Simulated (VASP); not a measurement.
Shape and ions are relaxed at each volume.

Here is the system:

```
TiO2
1.0
   -1.91324     1.91324     4.91587
    1.91324    -1.91324     4.91587
    1.91324     1.91324    -4.91587
Ti O
2 4
Direct
  0.75000   0.25000   0.50000
  0.00000   0.00000   0.00000
  0.54438   0.04438   0.50000
  0.79438   0.79438   0.00000
  0.20562   0.20562   0.00000
  0.95562   0.45562   0.50000
```

The numbers are results of RPBE GGA, VASP's PBE PAW potentials (set 64) (plane waves; VASP 6.6.1), not measurements. Numerical set-up: 520 eV cut-off, 8×8×8 Γ-centred mesh, Gaussian smearing of 0.050 eV, potentials Ti_sv O.

Task: Give the energy at these volumes per atom, relative to the lowest: 11.26, 11.61, 11.97, 12.33, 12.69 Å³.

Result: 25.1, 6.4, 0.0, 4.6, 19.0 meV/atom. A third-order Birch-Murnaghan fit gives B0 = 163 GPa and B0′ = 2.8.

The compound is TiO2 in the anatase structure, one of several forms; rutile is the usual stable one. It was relaxed first, which changed the volume by +6 %.
